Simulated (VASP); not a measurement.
CaCoAu3:

```
Ca Co Au
1.0
     4.85104    0.00000    0.00000
     0.00000    4.85104    0.00000
     0.00000    0.00000    4.85104
Ca Co Au
1 1 3
Direct
  0.00000 0.00000 0.00000
  0.50000 0.50000 0.50000
  0.00000 0.50000 0.50000
  0.50000 0.00000 0.50000
  0.50000 0.50000 0.00000
```

The cell was built by a generator and needn't be a form met in nature.

* Program: VASP 6.6.1
* Task: relaxation of cell and atoms
* Functional: LDA
* Potentials or basis: VASP PAW LDA potentials, release 64 (Ca_sv, Co, Au)
* Cutoff: 600 eV
* k mesh: 6 × 6 × 6
* Occupations: methfessel-paxton, width 0.1 eV
* Spin: collinear spin, ferromagnetic start
* Starting moments: [0.0, 2.0, 0.0, 0.0, 0.0] μB

At the start: pressure -7.1 GPa; volume 22.83 Å³/atom.

Problem. How do energy, volume and symmetry change on relaxing?

Solution. Over 3 steps the energy falls by 51.0 meV/atom and the volume is 20.77 Å³/atom (-9.0 %); space group Pm-3m (No. 221, to 0.05 Å); moment 1.20 μB per cell.

Step by step:
```
step  energy change (eV)  largest force (eV/Å)  pressure (GPa)  volume (Å³)
   1              0.0000                0.0000           -7.13       114.16
   2             -0.1521                0.0000            6.18        98.19
   3             -0.2548                0.0000           -0.04       103.85
```

Final structure:
```
CELL_PARAMETERS angstrom
4.70036 0.00000 0.00000
0.00000 4.70036 0.00000
0.00000 0.00000 4.70036
ATOMIC_POSITIONS crystal
Ca 0.00000 0.00000 0.00000
Co 0.50000 0.50000 0.50000
Au 0.00000 0.50000 0.50000
Au 0.50000 0.00000 0.50000
Au 0.50000 0.50000 0.00000
```
